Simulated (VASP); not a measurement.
# GeRh under strain, part 2 of 4

How does the pressure of GeRh answer to a change of volume? The bands are shown for each cell. All runs use r2SCAN. Left out of this account: 1 further run (self-consistent run: a reference on another mesh). The start is a computed cell from the Materials Project.

VASP 6.6.1; r2SCAN; plane waves and PAW (Ge_d, Rh_pv).

Still holding for the runs below: Spin-orbit coupling is off here; it would split degenerate levels.

So far, pressure (GPa): step 2 (bands, cell as listed) -1.04.

## Step 3: Bands, volume times 1.04

The cell is expanded evenly, with fractional positions held.

File INCAR:

```
SYSTEM = GeRh
PREC = Accurate
ENCUT = 410
EDIFF = 1E-06
NELM = 100
ISMEAR = -1
SIGMA = 0.05
LREAL = .FALSE.
ALGO = Normal
METAGGA = R2SCAN
LASPH = .TRUE.
NBANDS = 83
LORBIT = 11
LWAVE = .FALSE.
LCHARG = .FALSE.
KPAR = 8
```

File POSCAR:

```
GeRh
1.0
    4.9729805034      0.0000000000      0.0000000000
    0.0000000000      4.9729805034      0.0000000000
    0.0000000000      0.0000000000      4.9729805034
Ge Rh
4 4
Direct
    0.1662818700      0.3337181300      0.6662818700
    0.3337181300      0.6662818700      0.1662818700
    0.6662818700      0.1662818700      0.3337181300
    0.8337181300      0.8337181300      0.8337181300
    0.8822094400      0.6177905600      0.3822094400
    0.6177905600      0.3822094400      0.8822094400
    0.3822094400      0.8822094400      0.6177905600
    0.1177905600      0.1177905600      0.1177905600
```

File KPOINTS:

```
Automatic mesh
0
Gamma
6 6 6
0 0 0
```

File KPOINTS_OPT:

```
Line mode
12
Line-mode
Reciprocal
  0.00000000   0.00000000   0.00000000 GAMMA
  0.00000000   0.50000000   0.00000000 X

  0.00000000   0.50000000   0.00000000 X
  0.50000000   0.50000000   0.00000000 M

  0.50000000   0.50000000   0.00000000 M
  0.00000000   0.00000000   0.00000000 GAMMA

  0.00000000   0.00000000   0.00000000 GAMMA
  0.50000000   0.50000000   0.50000000 R

  0.50000000   0.50000000   0.50000000 R
  0.00000000   0.50000000   0.00000000 X

  0.50000000   0.50000000   0.00000000 M
  0.50000000   0.50000000   0.50000000 R
```

The projector-augmented-wave data sets are Ge_d and Rh_pv (PBE family, release 64).

The run is started by

```sh
mpirun -np 8 vasp_std
```

Log:

```text
[banner, memory and clock lines left out]
running    8 mpi-ranks, on    1 nodes
 distrk:  each k-point on    1 cores,    8 groups
 distr:  one band on    1 cores,    1 groups

 POSCAR found type information on POSCAR GeRh
 POSCAR found :  2 types and       8 ions
 [... a notice as in an earlier step ...]

 [... a notice as in an earlier step ...]

 LDA part: xc-table for (None), standard interpolation
 POSCAR, INCAR and KPOINTS ok, starting setup
 FFT: planning ... GRIDC
 FFT: planning ... GRID_SOFT
 FFT: planning ... GRID
 WAVECAR not read
 entering main loop
       N       E                     dE             d eps       ncg     rms          rms(c)
DAV:   1     0.142372453245E+04    0.14237E+04   -0.46481E+04  5673   0.330E+03
DAV:   2     0.742446736902E+02   -0.13495E+04   -0.12658E+04  3984   0.903E+02
DAV:   3    -0.165287647987E+03   -0.23953E+03   -0.22825E+03  4150   0.225E+02
DAV:   4    -0.179621257505E+03   -0.14334E+02   -0.14178E+02  4557   0.613E+01
DAV:   5    -0.179998094312E+03   -0.37684E+00   -0.37664E+00  4706   0.107E+01    0.221E+01
DAV:   6    -0.156433585858E+03    0.23565E+02   -0.17349E+01  4263   0.233E+01    0.684E+00
DAV:   7    -0.155870875318E+03    0.56271E+00   -0.15396E+00  4469   0.783E+00    0.439E+00
DAV:   8    -0.155874040935E+03   -0.31656E-02   -0.15622E-01  4809   0.209E+00    0.176E+00
DAV:   9    -0.155872995876E+03    0.10451E-02   -0.44119E-02  4720   0.132E+00    0.198E-01
DAV:  10    -0.155874261785E+03   -0.12659E-02   -0.43552E-03  4809   0.523E-01    0.850E-02
DAV:  11    -0.155874412882E+03   -0.15110E-03   -0.42796E-04  4770   0.102E-01    0.437E-02
DAV:  12    -0.155874388254E+03    0.24628E-04   -0.60318E-05  5268   0.581E-02    0.912E-03
DAV:  13    -0.155874384965E+03    0.32894E-05   -0.59059E-06  3698   0.147E-02    0.388E-03
DAV:  14    -0.155874386252E+03   -0.12874E-05   -0.13840E-06  2724   0.107E-02    0.105E-03
DAV:  15    -0.155874385683E+03    0.56919E-06   -0.37290E-07  2189   0.370E-03
   1 F= -.15587439E+03 E0= -.15586905E+03  d E =-.106643E-01
 Start KPOINTS_OPT (optional k-point list driver)
k-point batch [1-24\72]
       N       E                     dE             ncg
DAV:   1     0.750085243396E+04   -0.31931E+05     5825
DAV:   2    -0.248842666379E+05   -0.32385E+05     3984
DAV:   3    -0.305186531692E+05   -0.56344E+04     4157
DAV:   4    -0.308413505239E+05   -0.32270E+03     4485
DAV:   5    -0.308501708462E+05   -0.88203E+01     4880
DAV:   6    -0.308504612928E+05   -0.29045E+00     5451
DAV:   7    -0.308504669241E+05   -0.56313E-02     5096
DAV:   8    -0.308504670734E+05   -0.14930E-03     5361
DAV:   9    -0.308504670745E+05   -0.10892E-05     3072
DAV:  10    -0.308504670748E+05   -0.26132E-06     2652
[...]
k-point batch [49-72\72]
       N       E                     dE             ncg
DAV:   1     0.746827141753E+04   -0.59444E+05     5816
DAV:   2    -0.249158917369E+05   -0.32384E+05     3984
DAV:   3    -0.305717513815E+05   -0.56559E+04     4142
DAV:   4    -0.309097207917E+05   -0.33797E+03     4501
DAV:   5    -0.309189233289E+05   -0.92025E+01     4836
DAV:   6    -0.309192465269E+05   -0.32320E+00     5519
DAV:   7    -0.309192532910E+05   -0.67640E-02     5026
DAV:   8    -0.309192534443E+05   -0.15337E-03     5490
DAV:   9    -0.309192534471E+05   -0.27563E-05     3151
DAV:  10    -0.309192534473E+05   -0.26213E-06     2598
```

Run time: 4 min. Hardware: 8 MPI ranks of Intel Xeon Platinum 8259CL at 2.50GHz (Skylake/Cascade Lake), shared host; peak memory 3 GiB.

OUTCAR, selected parts (step 3):

```text
  LATTYP: Found a simple cubic cell.
 ALAT       =     4.9729805034

 Found     24 irreducible k-points:

   dimension x,y,z NGX =    36 NGY =   36 NGZ =   36
   dimension x,y,z NGXF=    72 NGYF=   72 NGZF=   72

   ENCUT  =  410.0 eV  30.13 Ry    5.49 a.u.   8.21  8.21  8.21*2*pi/ulx,y,z

   NELECT =     116.0000    total number of electrons

 E-fermi :   9.4456

 k-point     1 :       0.0000    0.0000    0.0000
  band No.  band energies     occupation
    ...
     55       8.2390      2.00000
     56       8.2390      2.00000
     57       9.1835      1.98947
     58       9.1835      1.98947
     59       9.1835      1.98947
     60      11.5920      0.00000
     61      11.5920      0.00000
     62      11.5920      0.00000
     63      12.7836      0.00000
     64      12.7836      0.00000
    ...

 k-point     2 :       0.1667    0.0000    0.0000
  band No.  band energies     occupation
    ...
     54       8.0711      2.00000
     55       8.1892      2.00000
     56       8.7054      2.00000
     57       8.8675      1.99998
     58       9.1105      1.99754
     59       9.8292      0.00093
     60      11.1233      0.00000
     61      11.4618      0.00000
     62      11.6385      0.00000
     63      12.1564      0.00000
    ...

  Total       -5.9454304     -5.9454304     -5.9454304      0.0000000      0.0000000      0.0000000
  in kB      -77.4539579    -77.4539579    -77.4539579      0.0000000      0.0000000      0.0000000
  external PRESSURE =     -77.4539579 kB  Pullay stress =       0.0000000 kB

  energy-cutoff  :      410.00
  volume of cell :      122.98
      direct lattice vectors                 reciprocal lattice vectors
     4.972980503  0.000000000  0.000000000     0.201086652  0.000000000  0.000000000
     0.000000000  4.972980503  0.000000000     0.000000000  0.201086652  0.000000000
     0.000000000  0.000000000  4.972980503     0.000000000  0.000000000  0.201086652

 POSITION                                       TOTAL-FORCE (eV/Angst)
 -----------------------------------------------------------------------------------
      0.82692      1.65957      3.31341         0.060843     -0.060843      0.060843
      1.65957      3.31341      0.82692        -0.060843      0.060843      0.060843
      3.31341      0.82692      1.65957         0.060843      0.060843     -0.060843
      4.14606      4.14606      4.14606        -0.060843     -0.060843     -0.060843
      4.38721      3.07226      1.90072         0.177512     -0.177512      0.177512
      3.07226      1.90072      4.38721        -0.177512      0.177512      0.177512
      1.90072      4.38721      3.07226         0.177512      0.177512     -0.177512
      0.58577      0.58577      0.58577        -0.177512     -0.177512     -0.177512
 -----------------------------------------------------------------------------------
    total drift:                               -0.000003     -0.000001      0.000000

  FREE ENERGIE OF THE ION-ELECTRON SYSTEM (eV)
  ---------------------------------------------------
  free  energy   TOTEN  =      -155.8743856827 eV

  energy  without entropy=     -155.8637213993  energy(sigma->0) =     -155.86905354

 total charge
# of ion       s       p       d       tot
------------------------------------------
    1        1.107   1.136  10.097  12.340
    2        1.107   1.136  10.097  12.340
    3        1.107   1.136  10.097  12.340
    4        1.107   1.136  10.097  12.340
    5        0.316   6.258   7.313  13.887
    6        0.316   6.258   7.313  13.887
    7        0.316   6.258   7.313  13.887
    8        0.316   6.258   7.313  13.887
--------------------------------------------------
tot          5.694  29.576  69.637 104.907

[... 4 parts as in an earlier step ...]

[... 6 further parts left out ...]
```

This step gave:

```
SCF cycles              : 15
free energy (TOTEN)     : -155.8744 eV
energy at zero smearing : -155.8691 eV
Fermi energy            : 9.446 eV
pressure                : -7.745 GPa
```

The electronic bands at the labelled points (eV, zero at the Fermi level; # counts the bands kept, so #1 is VASP's band 34):

```
          point    #22    #23    #24    #25    #26    #27   #28   #29
              Γ  -1.21  -1.21  -0.26  -0.26  -0.26   2.15  2.15  2.15
0.45 of the way  -1.23  -0.71  -0.66  -0.39   0.76   1.56  1.91  2.10
              X  -0.91  -0.91  -0.73  -0.73   1.20   1.20  1.52  1.52
0.45 of the way  -1.22  -1.22  -0.57  -0.57   1.31   1.31  2.07  2.07
              M  -1.56  -1.56   0.16   0.16   0.38   0.38  1.92  1.92
0.45 of the way  -1.41  -0.96  -0.78  -0.28   0.85   1.23  1.91  2.28
              Γ  -1.21  -1.21  -0.26  -0.26  -0.26   2.15  2.15  2.15
0.55 of the way  -1.55  -1.22  -0.75  -0.23   0.42   1.32  1.60  2.20
              R  -1.60  -1.60  -0.35  -0.35  -0.35  -0.35  3.70  3.70
0.55 of the way  -1.38  -1.38  -0.51  -0.51   0.91   0.91  1.81  1.81
              X  -0.91  -0.91  -0.73  -0.73   1.20   1.20  1.52  1.52
      jump to M  -1.56  -1.56   0.16   0.16   0.38   0.38  1.92  1.92
0.55 of the way  -1.65  -1.65  -0.35  -0.35   0.14   0.14  2.49  2.49
              R  -1.60  -1.60  -0.35  -0.35  -0.35  -0.35  3.70  3.70
```

Of the projections kept (Ge, Rh), the largest for each band there; the rest of the weight can lie on other orbitals:

```
point      #22      #23      #24      #25      #26      #27      #28      #29
    Γ  Rh 0.85  Rh 0.85  Rh 0.91  Rh 0.91  Rh 0.91  Rh 0.57  Rh 0.57  Rh 0.57
    X  Rh 0.87  Rh 0.87  Rh 0.95  Rh 0.95  Rh 0.72  Rh 0.72  Rh 0.76  Rh 0.76
    M  Rh 0.95  Rh 0.95  Rh 0.80  Rh 0.80  Rh 0.77  Rh 0.77  Rh 0.72  Rh 0.72
    Γ  Rh 0.85  Rh 0.85  Rh 0.91  Rh 0.91  Rh 0.91  Rh 0.57  Rh 0.57  Rh 0.57
    R  Rh 0.95  Rh 0.95  Rh 0.93  Rh 0.93  Rh 0.93  Rh 0.93  Ge 0.75  Ge 0.75
    X  Rh 0.87  Rh 0.87  Rh 0.95  Rh 0.95  Rh 0.72  Rh 0.72  Rh 0.76  Rh 0.76
```

Force by atom:

```
atom  x (eV/Å)  y (eV/Å)  z (eV/Å)   size
 Ge1     0.061    -0.061     0.061  0.105
 Ge2    -0.061     0.061     0.061  0.105
 Ge3     0.061     0.061    -0.061  0.105
 Ge4    -0.061    -0.061    -0.061  0.105
 Rh5     0.178    -0.178     0.178  0.307
 Rh6    -0.178     0.178     0.178  0.307
 Rh7     0.178     0.178    -0.178  0.307
 Rh8    -0.178    -0.178    -0.178  0.307
```

 The pressure is -7.75 GPa.

For the pressure, step 2 gave -1.04 GPa; this run, with cell volume +4.0 %, gives -7.75 GPa.

## Step 4: Bands, volume times 1.08

The cell is expanded evenly, with fractional positions held.

INCAR is that of step 3.

Edit POSCAR of step 3 so:

```diff
@@ -2,5 +2,5 @@
 1.0
-    4.9729805034      0.0000000000      0.0000000000
-    0.0000000000      4.9729805034      0.0000000000
-    0.0000000000      0.0000000000      4.9729805034
+    5.0359363069      0.0000000000      0.0000000000
+    0.0000000000      5.0359363069      0.0000000000
+    0.0000000000      0.0000000000      5.0359363069
 Ge Rh
```

KPOINTS is that of step 3.

KPOINTS_OPT is that of step 3.

The run is started by

```sh
mpirun -np 8 vasp_std
```

Log:

```text
[... set-up lines as in an earlier step ...]
 entering main loop
       N       E                     dE             d eps       ncg     rms          rms(c)
DAV:   1     0.141597635736E+04    0.14160E+04   -0.47189E+04  5737   0.327E+03
DAV:   2     0.746141142175E+02   -0.13414E+04   -0.12606E+04  3984   0.895E+02
DAV:   3    -0.164767327941E+03   -0.23938E+03   -0.22771E+03  4187   0.223E+02
DAV:   4    -0.179374584519E+03   -0.14607E+02   -0.14437E+02  4519   0.612E+01
DAV:   5    -0.179763316734E+03   -0.38873E+00   -0.38852E+00  4709   0.108E+01    0.203E+01
DAV:   6    -0.156192581195E+03    0.23571E+02   -0.17852E+01  4275   0.235E+01    0.678E+00
DAV:   7    -0.155573129550E+03    0.61945E+00   -0.15844E+00  4519   0.775E+00    0.390E+00
DAV:   8    -0.155582551449E+03   -0.94219E-02   -0.15498E-01  4737   0.201E+00    0.166E+00
DAV:   9    -0.155582942830E+03   -0.39138E-03   -0.45006E-02  4730   0.131E+00    0.197E-01
DAV:  10    -0.155584267376E+03   -0.13245E-02   -0.42223E-03  4772   0.505E-01    0.885E-02
DAV:  11    -0.155584433838E+03   -0.16646E-03   -0.45274E-04  4967   0.105E-01    0.423E-02
DAV:  12    -0.155584408632E+03    0.25207E-04   -0.62072E-05  5229   0.600E-02    0.911E-03
DAV:  13    -0.155584402452E+03    0.61793E-05   -0.67769E-06  4042   0.163E-02    0.393E-03
DAV:  14    -0.155584404071E+03   -0.16189E-05   -0.12181E-06  2681   0.993E-03    0.997E-04
DAV:  15    -0.155584403546E+03    0.52503E-06   -0.39571E-07  2189   0.331E-03
   1 F= -.15558440E+03 E0= -.15557851E+03  d E =-.117892E-01
 Start KPOINTS_OPT (optional k-point list driver)
k-point batch [1-24\72]
       N       E                     dE             ncg
DAV:   1     0.639379864455E+04   -0.32778E+05     5789
DAV:   2    -0.261033707137E+05   -0.32497E+05     3984
DAV:   3    -0.317300546068E+05   -0.56267E+04     4180
DAV:   4    -0.320680490553E+05   -0.33799E+03     4482
DAV:   5    -0.320772010502E+05   -0.91520E+01     4872
DAV:   6    -0.320774913539E+05   -0.29030E+00     5453
DAV:   7    -0.320774980768E+05   -0.67230E-02     5120
DAV:   8    -0.320774982306E+05   -0.15374E-03     5341
DAV:   9    -0.320774982323E+05   -0.17482E-05     3128
DAV:  10    -0.320774982326E+05   -0.28318E-06     2578
[...]
k-point batch [49-72\72]
       N       E                     dE             ncg
DAV:   1     0.644885176599E+04   -0.59727E+05     5718
DAV:   2    -0.261804122928E+05   -0.32629E+05     3984
DAV:   3    -0.317982317562E+05   -0.56178E+04     4183
DAV:   4    -0.321347605280E+05   -0.33653E+03     4522
DAV:   5    -0.321439073601E+05   -0.91468E+01     4835
DAV:   6    -0.321442279071E+05   -0.32055E+00     5468
DAV:   7    -0.321442343863E+05   -0.64792E-02     5034
DAV:   8    -0.321442345225E+05   -0.13625E-03     5478
DAV:   9    -0.321442345247E+05   -0.21946E-05     3114
DAV:  10    -0.321442345250E+05   -0.26877E-06     2625
```

Run time: 5.6 min. Hardware: 8 MPI ranks; peak memory 3.3 GiB; 36 min of CPU time.

Parts of OUTCAR (step 4):

```text
  LATTYP: Found a simple cubic cell.
 ALAT       =     5.0359363069

 Found     24 irreducible k-points:

   ENCUT  =  410.0 eV  30.13 Ry    5.49 a.u.   8.31  8.31  8.31*2*pi/ulx,y,z

   NELECT =     116.0000    total number of electrons

 E-fermi :   8.8927

 k-point     1 :       0.0000    0.0000    0.0000
  band No.  band energies     occupation
    ...
     55       7.7470      2.00000
     56       7.7470      2.00000
     57       8.6227      1.99100
     58       8.6227      1.99100
     59       8.6227      1.99100
     60      10.9446      0.00000
     61      10.9446      0.00000
     62      10.9446      0.00000
     63      12.1144      0.00000
     64      12.1144      0.00000
    ...

 k-point     2 :       0.1667    0.0000    0.0000
  band No.  band energies     occupation
    ...
     54       7.5950      2.00000
     55       7.7060      2.00000
     56       8.1878      2.00000
     57       8.3358      1.99997
     58       8.5566      1.99759
     59       9.2346      0.00214
     60      10.4973      0.00000
     61      10.8177      0.00000
     62      10.9844      0.00000
     63      11.4992      0.00000
    ...

  Total      -10.4587421    -10.4587421    -10.4587421      0.0000000      0.0000000      0.0000000
  in kB     -131.2046877   -131.2046877   -131.2046877      0.0000000      0.0000000      0.0000000
  external PRESSURE =    -131.2046877 kB  Pullay stress =       0.0000000 kB

  energy-cutoff  :      410.00
  volume of cell :      127.71
      direct lattice vectors                 reciprocal lattice vectors
     5.035936307  0.000000000  0.000000000     0.198572805  0.000000000  0.000000000
     0.000000000  5.035936307  0.000000000     0.000000000  0.198572805  0.000000000
     0.000000000  0.000000000  5.035936307     0.000000000  0.000000000  0.198572805

 POSITION                                       TOTAL-FORCE (eV/Angst)
 -----------------------------------------------------------------------------------
      0.83738      1.68058      3.35535         0.120462     -0.120462      0.120462
      1.68058      3.35535      0.83738        -0.120462      0.120462      0.120462
      3.35535      0.83738      1.68058         0.120462      0.120462     -0.120462
      4.19855      4.19855      4.19855        -0.120462     -0.120462     -0.120462
      4.44275      3.11115      1.92478         0.317110     -0.317110      0.317110
      3.11115      1.92478      4.44275        -0.317110      0.317110      0.317110
      1.92478      4.44275      3.11115         0.317110      0.317110     -0.317110
      0.59319      0.59319      0.59319        -0.317110     -0.317110     -0.317110
 -----------------------------------------------------------------------------------
    total drift:                               -0.000002     -0.000001      0.000000

  FREE ENERGIE OF THE ION-ELECTRON SYSTEM (eV)
  ---------------------------------------------------
  free  energy   TOTEN  =      -155.5844035463 eV

  energy  without entropy=     -155.5726143657  energy(sigma->0) =     -155.57850896

 total charge
# of ion       s       p       d       tot
------------------------------------------
    1        1.109   1.101  10.082  12.293
    2        1.109   1.101  10.082  12.293
    3        1.109   1.101  10.082  12.293
    4        1.109   1.101  10.082  12.293
    5        0.305   6.237   7.288  13.831
    6        0.305   6.237   7.288  13.831
    7        0.305   6.237   7.288  13.831
    8        0.305   6.237   7.288  13.831
--------------------------------------------------
tot          5.658  29.353  69.482 104.493

[... 5 parts as in an earlier step ...]

[... 6 further parts left out ...]
```

This step gave:

```yaml
free_energy_toten: -155.5844 eV
energy_at_zero_smearing: -155.5785 eV
fermi_energy: 8.893 eV
pressure: -13.12 GPa
```

Electronic bands along the path, in eV, zero at the Fermi level; # counts the bands kept, so #1 is VASP's band 34:

```
          point    #22    #23    #24    #25    #26    #27   #28   #29
              Γ  -1.15  -1.15  -0.27  -0.27  -0.27   2.05  2.05  2.05
0.45 of the way  -1.16  -0.68  -0.63  -0.39   0.71   1.50  1.82  1.99
              X  -0.86  -0.86  -0.69  -0.69   1.12   1.12  1.47  1.47
0.55 of the way  -1.24  -1.24  -0.46  -0.46   1.16   1.16  2.09  2.09
              M  -1.48  -1.48   0.17   0.17   0.34   0.34  1.81  1.81
0.45 of the way  -1.33  -0.91  -0.74  -0.28   0.81   1.12  1.80  2.20
              Γ  -1.15  -1.15  -0.27  -0.27  -0.27   2.05  2.05  2.05
0.45 of the way  -1.42  -0.92  -0.75  -0.13   0.39   1.33  1.40  2.39
              R  -1.51  -1.51  -0.33  -0.33  -0.33  -0.33  3.56  3.56
0.45 of the way  -1.41  -1.41  -0.46  -0.46   0.58   0.58  1.92  1.92
              X  -0.86  -0.86  -0.69  -0.69   1.12   1.12  1.47  1.47
      jump to M  -1.48  -1.48   0.17   0.17   0.34   0.34  1.81  1.81
0.45 of the way  -1.54  -1.54  -0.26  -0.26   0.20   0.20  2.19  2.19
              R  -1.51  -1.51  -0.33  -0.33  -0.33  -0.33  3.56  3.56
```

Of the projections kept (Ge, Rh), the largest for each band there; the rest of the weight can lie on other orbitals:

```
point      #22      #23      #24      #25      #26      #27      #28      #29
    Γ  Rh 0.85  Rh 0.85  Rh 0.91  Rh 0.91  Rh 0.91  Rh 0.57  Rh 0.57  Rh 0.57
    X  Rh 0.88  Rh 0.88  Rh 0.96  Rh 0.96  Rh 0.73  Rh 0.73  Rh 0.76  Rh 0.76
    M  Rh 0.95  Rh 0.95  Rh 0.80  Rh 0.80  Rh 0.77  Rh 0.77  Rh 0.73  Rh 0.73
    Γ  Rh 0.85  Rh 0.85  Rh 0.91  Rh 0.91  Rh 0.91  Rh 0.57  Rh 0.57  Rh 0.57
    R  Rh 0.95  Rh 0.95  Rh 0.93  Rh 0.93  Rh 0.93  Rh 0.93  Ge 0.74  Ge 0.74
    X  Rh 0.88  Rh 0.88  Rh 0.96  Rh 0.96  Rh 0.73  Rh 0.73  Rh 0.76  Rh 0.76
```

Force by atom:

```
atom  x (eV/Å)  y (eV/Å)  z (eV/Å)   size
 Ge1     0.120    -0.120     0.120  0.209
 Ge2    -0.120     0.120     0.120  0.209
 Ge3     0.120     0.120    -0.120  0.209
 Ge4    -0.120    -0.120    -0.120  0.209
 Rh5     0.317    -0.317     0.317  0.549
 Rh6    -0.317     0.317     0.317  0.549
 Rh7     0.317     0.317    -0.317  0.549
 Rh8    -0.317    -0.317    -0.317  0.549
```

 The pressure is -13.12 GPa.

Between step 2 and this run (cell volume +8.0 %) the value for the pressure moves from -1.04 GPa to -13.1 GPa.

(Continued in part 3 of 4.)

[Lines on the potential files, build, host, timing and source positions are cut from VASP's logs without a mark.]

[Logs are printed without paths, hosts, clocks, repeated set-up lines and the standing remarks that a program may print on its own settings, such as how far it seeks lower states.]

[Hosts, paths, dates, database ids (printed as entryN), source tags and the programs' standing remarks are cut or masked in the printed files.]

[A measured line is paired with the nearest computed mode of its activity, which favours agreement.]
